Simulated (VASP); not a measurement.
# ZnAg2S2 (P-3m1) in VASP: relaxation of cell and atoms with PBE

Aim: the relaxation of cell and atoms of ZnAg2S2 with PBE.

Program: VASP 6.6.1. These are calculated values, not measurements. Logs are shortened: lines on timing, memory, paths and dates and some standing lists are left out, and cuts for length are marked.

## (1) The cell of the first run

Symmetry: P-3m1, No. 164, trigonal system. The conventional cell has a = 3.823 Å, b = 3.823 Å, c = 6.567 Å, α = 90.00°, β = 90.00°, γ = 120.00°. Zn (site symmetry -3m) is surrounded by 6 S at 2.83 Å and 6 Ag at 3.19 Å. Around Ag (site symmetry 3m) lie 4 S at 2.27 to 2.49 Å. S (site symmetry 3m) has 4 Ag at 2.27 to 2.49 Å as nearest neighbours.

The cell was built by a generator and needn't be a form met in nature.

## (2) Relaxation of cell and atoms, PBE (species swapped into the MgAl2C2 type (P-3m1, No. 164))

The input, INCAR:

```
  ALGO = Normal
  EDIFF = 1E-7
  EDIFFG = -0.04
  ENCUT = 600
  GGA = PE
  IBRION = 2
  ISIF = 3
  ISMEAR = 0
  LASPH = True
  LCHARG = False
  LREAL = False
  LWAVE = False
  NELM = 100
  NSW = 90
  PREC = Accurate
  SIGMA = 0.1
```

The input, KPOINTS:

```
k-points
0
Gamma
  6 6 4
```

The input, POSCAR:

```
ZnAg2S2
1.0
    3.8232058300      0.0000000000      0.0000000000
   -1.9116029100      3.3109933700      0.0000000000
    0.0000000000      0.0000000000      6.5666732800
Zn Ag S
1 2 2
Direct
    0.0000000000      0.0000000000      0.0000000000
    0.6666666700      0.3333333300      0.3500089900
    0.3333333300      0.6666666700      0.6499910100
    0.3333333300      0.6666666700      0.2700800000
    0.6666666700      0.3333333300      0.7299200000
```

Potentials or basis: VASP PAW PBE potentials, release 64 (Zn, Ag, S).

Launch:

```sh
$ cat potpaw_PBE.64/Zn/POTCAR potpaw_PBE.64/Ag/POTCAR potpaw_PBE.64/S/POTCAR > POTCAR
$ mpirun -np 1 vasp_std > vasp.out
```

OUTCAR:

```text
EDIFF = 1E-7
   EDIFFG = -0.04
   ENCUT = 600
   GGA = PE
   IBRION = 2
   ISIF = 3
   ISMEAR = 0
   LASPH = True
   LREAL = False
   NELM = 100
   NSW = 90
   PREC = Accurate

 ion  position               nearest neighbor table
   1  0.000  0.000  0.000-   4 2.83   5 2.83   4 2.83   5 2.83   5 2.83   4 2.83   2 3.19   3 3.19
                             3 3.19   2 3.19   3 3.19   2 3.19
   2  0.667  0.333  0.350-   4 2.27   4 2.27   4 2.27   5 2.49   3 2.96   3 2.96   3 2.96   1 3.19
                             1 3.19   1 3.19
   3  0.333  0.667  0.650-   5 2.27   5 2.27   5 2.27   4 2.49   2 2.96   2 2.96   2 2.96   1 3.19
                             1 3.19   1 3.19
   4  0.333  0.667  0.270-   2 2.27   2 2.27   2 2.27   3 2.49   1 2.83   1 2.83   1 2.83
   5  0.667  0.333  0.730-   3 2.27   3 2.27   3 2.27   2 2.49   1 2.83   1 2.83   1 2.83

  LATTYP: Found a hexagonal cell.
 ALAT       =     3.8232058300
 C/A-ratio  =     1.7175829845

  Lattice vectors:

 A1 = (   3.8232058300,   0.0000000000,   0.0000000000)
 A2 = (  -1.9116029100,   3.3109933700,   0.0000000000)
 A3 = (   0.0000000000,   0.0000000000,   6.5666732800)

Analysis of symmetry for initial positions (statically):
=====================================================================
 Subroutine PRICEL returns:
 Original cell was already a primitive cell.

 Routine SETGRP: Setting up the symmetry group for a
 hexagonal supercell.

 Subroutine GETGRP returns: Found 12 space group operations
 (whereof 12 operations were pure point group operations)
 out of a pool of 24 trial point group operations.

The static configuration has the point symmetry D_3d.

Analysis of symmetry for dynamics (positions and initial velocities):
=====================================================================
 Subroutine PRICEL returns:
 Original cell was already a primitive cell.

 Routine SETGRP: Setting up the symmetry group for a
 hexagonal supercell.

 Subroutine GETGRP returns: Found 12 space group operations
 (whereof 12 operations were pure point group operations)
 out of a pool of 24 trial point group operations.

The dynamic configuration has the point symmetry D_3d.

 Subroutine INISYM returns: Found 12 space group operations
 (whereof 12 operations are pure point group operations),
 and found     1 'primitive' translations

----------------------------------------------------------------------------------------

                                     Primitive cell

  volume of cell :      83.1250

  direct lattice vectors                    reciprocal lattice vectors
     3.823205830  0.000000000  0.000000000     0.261560597  0.151012081  0.000000000
    -1.911602910  3.310993370  0.000000000     0.000000000  0.302024163  0.000000000
     0.000000000  0.000000000  6.566673280     0.000000000  0.000000000  0.152284111

  length of vectors
     3.823205830  3.823205825  6.566673280     0.302024162  0.302024163  0.152284111

  position of ions in fractional coordinates (direct lattice)
     0.000000000  0.000000000  0.000000000
     0.666666670  0.333333330  0.350008990
     0.333333330  0.666666670  0.649991010
     0.333333330  0.666666670  0.270080000
     0.666666670  0.333333330  0.729920000

  ion indices of the primitive-cell ions
   primitive index   ion index
                 1           1
                 2           2
                 3           3
                 4           4
                 5           5

----------------------------------------------------------------------------------------

 KPOINTS: k-points

Automatic generation of k-mesh.
 Grid dimensions read from file:
 generate k-points for:    6    6    4

 Generating k-lattice:

  Cartesian coordinates                     Fractional coordinates (reciprocal lattice)
     0.043593433  0.025168680  0.000000000     0.166666667  0.000000000  0.000000000
     0.000000000  0.050337360  0.000000000     0.000000000  0.166666667  0.000000000
     0.000000000  0.000000000  0.038071028     0.000000000  0.000000000  0.250000000

  Length of vectors
     0.050337360  0.050337360  0.038071028

  Shift w.r.t. Gamma in fractional coordinates (k-lattice)
     0.000000000  0.000000000  0.000000000

 Subroutine IBZKPT returns following result:
 ===========================================

 Found     24 irreducible k-points:

 Following reciprocal coordinates:
            Coordinates               Weight
  0.000000  0.000000  0.000000      1.000000
  0.166667  0.000000  0.000000      6.000000
  0.333333  0.000000  0.000000      6.000000
  0.500000 -0.000000  0.000000      3.000000
  0.166667  0.166667  0.000000      6.000000
  0.333333  0.166667  0.000000     12.000000
[... 16 lines left out ...]
  0.333333  0.166667  0.500000     12.000000
  0.333333  0.333333  0.500000      2.000000
   k-points           NKPTS =     24   k-points in BZ     NKDIM =     24   number of bands    NBANDS=     27
   number of dos      NEDOS =    301   number of ions     NIONS =      5
   total plane-waves  NPLWV =  55296
   dimension x,y,z NGX =    32 NGY =   32 NGZ =   54
   dimension x,y,z NGXF=    64 NGYF=   64 NGZF=  108
   ions per type =               1   2   2
   NGX,Y,Z   is equivalent  to a cutoff of  13.91, 13.91, 13.67 a.u.
   NGXF,Y,Z  is equivalent  to a cutoff of  27.83, 27.83, 27.34 a.u.
 SYSTEM =  unknown system
   PREC   = accura    normal or accurate (medium, high low for compatibility)
   ISTART =      0    job   : 0-new  1-cont  2-samecut
   ICHARG =      2    charge: 1-file 2-atom 10-const
   ISPIN  =      1    spin polarized calculation?
   LNONCOLLINEAR =      F non collinear calculations
   LSORBIT =      F    spin-orbit coupling
   LASPH  =      T    aspherical Exc in radial PAW
   ENCUT  =  600.0 eV  44.10 Ry    6.64 a.u.   7.64  7.64 13.12*2*pi/ulx,y,z
   NELM   =    100;   NELMIN=  2; NELMDL= -5     # of ELM steps
   EDIFF  = 0.1E-06   stopping-criterion for ELM
   LREAL  =      F    real-space projection
   EDIFFG = -.4E-01   stopping-criterion for IOM
   NSW    =     90    number of steps for IOM
   IBRION =      2    ionic relax: 0-MD 1-quasi-New 2-CG
   NFREE  =      1    steps in history (QN), initial steepest desc. (CG)
   ISIF   =      3    stress and relaxation
   ISYM   =      2    0-nonsym 1-usesym 2-fastsym
   POTIM  = 0.5000    time-step for ionic-motion
   TEBEG  =    0.0;   TEEND  =   0.0 temperature during run
   PSTRESS=    0.0 pullay stress
   NELECT =      46.0000    total number of electrons
   NUPDOWN=      -1.0000    fix difference up-down
   EMIN   =  10.00;   EMAX   =-10.00  energy-range for DOS
   EFERMI =   0.00;   METHOD = LEGACY
   ISMEAR =     0;   SIGMA  =   0.10  broadening in eV -4-tet -1-fermi 0-gaus
   EFERMI_NEDOS =   21; number of points for ismear=-14 and -15
   IALGO  =     38    algorithm
   IMIX   =      4    mixing-type and parameters
     AMIX     =   0.40;   BMIX     =  1.00
     AMIX_MAG =   1.60;   BMIX_MAG =  1.00
  volume/ion in A,a.u.               =      16.62       112.19
  Fermi-wavevector in a.u.,A,eV,Ry     =   1.344055  2.539895 24.578697  1.806483
  Thomas-Fermi vector in A             =   2.472079
   LORBIT       =      0    0 simple, 1 ext, 2 COOP (PROOUT), +10 PAW based schemes
   GGA     = PE    functional components
   LHFCALC =     F    Hartree Fock is set to
   AEXX    =    0.0000 exact exchange contribution
   IVDW    =     0    specifies the selected vdW correction
   LEPSILON=     F    determine dielectric tensor
   LRPA    =     F    only Hartree local field effects (RPA)
 conjugate gradient relaxation of ions
 non-spin polarized calculation
 Gauss-broadening in eV      SIGMA  =   0.10
  energy-cutoff  :      600.00
  volume of cell :       83.12
 maximum number of plane-waves:      2798
 NGX is ok and might be reduce to    32
   NGX = 15   NGY = 15   NGZ = 27

--------------------------------------- Ionic step        1  -------------------------------------------

 number of electron      46.0000006 magnetization

 Free energy of the ion-electron system (eV)
  ---------------------------------------------------
  ext. energy  EPLUGINS =         0.00000000
  ---------------------------------------------------
  free energy    TOTEN  =       -12.56657824 eV

  energy without entropy =      -12.55742618  energy(sigma->0) =      -12.56200221

------------------------ aborting loop because EDIFF is reached ----------------------------------------

  FORCE on cell =-STRESS in cart. coord.  units (eV):
  Direction    XX          YY          ZZ          XY          YZ          ZX
  --------------------------------------------------------------------------------------
  -------------------------------------------------------------------------------------
  Total       17.0325032     17.0325031      8.5918847      0.0000000      0.0000000     -0.0000000
  in kB      328.2900052    328.2900046    165.6027791      0.0000005      0.0000000     -0.0000000
  external PRESSURE =     274.0609296 kB  Pullay stress =       0.0000000 kB
[... 26 lines left out ...]
--------------------------------------- Ionic step        2  -------------------------------------------

 number of electron      45.9999994 magnetization

 E-fermi :   2.5515     XC(G=0):  -9.3259

 val. band max:        2.5505350175   @ k =   0.0000   0.0000   0.5000
 cond. band min:       2.6176061918   @ k =   0.0000   0.3333   0.2500
 fundamental gap:      0.0670711743
 Fermi energy:         2.5515277849

 k-point     1 :       0.0000    0.0000    0.0000
  band No.  band energies     occupation
      1      -9.5514      2.00000
      2      -9.1880      2.00000
      3      -4.1024      2.00000
      4      -4.1024      2.00000
      5      -4.0927      2.00000
      6      -4.0688      2.00000
[... 780 lines left out ...]
  FREE ENERGIE OF THE ION-ELECTRON SYSTEM (eV)
  ---------------------------------------------------
  free  energy   TOTEN  =       -14.5015660636 eV

  energy  without entropy=      -14.4954096852  energy(sigma->0) =      -14.49848787

 E-fermi :   4.3369     XC(G=0): -10.1529

 val. band max:        4.3355522090   @ k =   0.0000   0.0000   0.2500
 cond. band min:       4.3643912404   @ k =   0.0000   0.0000   0.5000
 fundamental gap:      0.0288390314
 Fermi energy:         4.3368738048

 k-point     1 :       0.0000    0.0000    0.0000
  band No.  band energies     occupation
      1      -8.7859      2.00000
      2      -8.2472      2.00000
      3      -2.6002      2.00000
      4      -2.6002      2.00000
      5      -2.5826      2.00000
      6      -2.5258      2.00000
[... 709 lines left out ...]
     26       7.5968      0.00000
     27      10.1536      0.00000

[... ionic steps 4 to 15 ...]

--------------------------------------- Ionic step       16  -------------------------------------------

 number of electron      45.9999988 magnetization

------------------------ aborting loop because EDIFF is reached ----------------------------------------
[... 73 lines left out ...]
--------------------------------------- Ionic step       18  -------------------------------------------

 number of electron      45.9999996 magnetization

 Free energy of the ion-electron system (eV)
  ---------------------------------------------------
  ext. energy  EPLUGINS =         0.00000000
  ---------------------------------------------------
  free energy    TOTEN  =       -15.41684934 eV

  energy without entropy =      -15.41507248  energy(sigma->0) =      -15.41596091

 E-fermi :   5.0885     XC(G=0): -10.7266

 val. band max:        5.0209762227   @ k =   0.5000  -0.0000   0.0000
 cond. band min:       5.6394967683   @ k =   0.0000   0.0000   0.2500
 fundamental gap:      0.6185205455
 Fermi energy:         5.0885088536

 k-point     1 :       0.0000    0.0000    0.0000
  band No.  band energies     occupation
      1      -8.2741      2.00000
      2      -7.2374      2.00000
      3      -1.6247      2.00000
      4      -1.5513      2.00000
      5      -1.5513      2.00000
      6      -1.2974      2.00000
[... 741 lines left out ...]
  FREE ENERGIE OF THE ION-ELECTRON SYSTEM (eV)
  ---------------------------------------------------
  free  energy   TOTEN  =       -15.4168493375 eV

  energy  without entropy=      -15.4150724831  energy(sigma->0) =      -15.41596091

 reached required accuracy - stopping structural energy minimisation
```

It took 9.7 min on 1 thread of Intel Xeon Platinum 8488C (Sapphire Rapids), shared host; peak memory 0.28 GiB.

What came out:

```
Free energy                            : -15.4168 eV
Relaxed volume                         : 18.56 Å³/atom
Relaxed cell                           : a = 3.905 Å, b = 3.905 Å, c = 7.030 Å, α = 90.00°, β = 90.00°, γ = 120.00°
Space group after relaxing (to 0.05 Å) : P-3m1 (No. 164)
Energy gained by relaxing              : 570.1 meV/atom
Ionic steps                            : 18
Pressure after relaxing                : 0.1 GPa
Largest force after relaxing           : 0.025 eV/Å
Band gap on the k mesh                 : none (metal or under the smearing width)
```

Forces in eV/Å, atoms in the order of the input:
```
Zn   0.000  0.000  0.000
Ag   0.000  0.000 -0.004
Ag   0.000  0.000  0.004
S    0.000  0.000  0.025
S    0.000  0.000 -0.025
```

Stress tensor (GPa, compression positive):
```
0.00 0.00 0.00
0.00 0.00 0.00
0.00 0.00 0.23
```

Step by step:
| step | energy change (eV) | largest force (eV/Å) | pressure (GPa) | volume (Å³) |
| --- | --- | --- | --- | --- |
| 1 | 0.0000 | 3.6191 | 27.41 | 83.12 |
| 2 | -1.4624 | 0.3940 | -8.04 | 122.03 |
| 3 | -1.9350 | 1.1425 | -1.85 | 105.19 |
| 4 | -2.0996 | 1.1539 | -1.66 | 102.90 |
| 5 | -2.4928 | 0.7985 | -0.23 | 96.15 |
| 6 | -2.0124 | 1.2217 | 10.50 | 83.19 |
| 7 | -2.5371 | 0.6243 | 1.51 | 92.93 |
| 8 | -2.5449 | 0.3981 | 2.82 | 90.68 |
| 9 | -2.6066 | 0.3955 | -0.51 | 93.70 |
| 10 | -2.6101 | 0.3945 | 0.04 | 93.12 |
| 11 | -2.6882 | 0.3557 | -0.32 | 93.54 |
| 12 | -2.8315 | 0.0601 | -0.98 | 94.39 |
| 13 | -2.8388 | 0.1009 | -1.06 | 94.55 |
| 14 | -2.8391 | 0.0697 | -1.05 | 94.51 |
| 15 | -2.8330 | 0.1414 | 1.96 | 90.84 |
| 16 | -2.8452 | 0.0986 | 0.14 | 92.97 |
| 17 | -2.8484 | 0.0505 | 0.10 | 92.91 |
| 18 | -2.8503 | 0.0252 | 0.08 | 92.82 |

Final structure:
```
Zn Ag S
1.0
     3.90462    0.00000    0.00000
    -1.95231    3.38150    0.00000
     0.00000    0.00000    7.03029
Zn Ag S
1 2 2
Direct
  0.00000 0.00000 0.00000
  0.66667 0.33333 0.38283
  0.33333 0.66667 0.61717
  0.33333 0.66667 0.19108
  0.66667 0.33333 0.80892
```
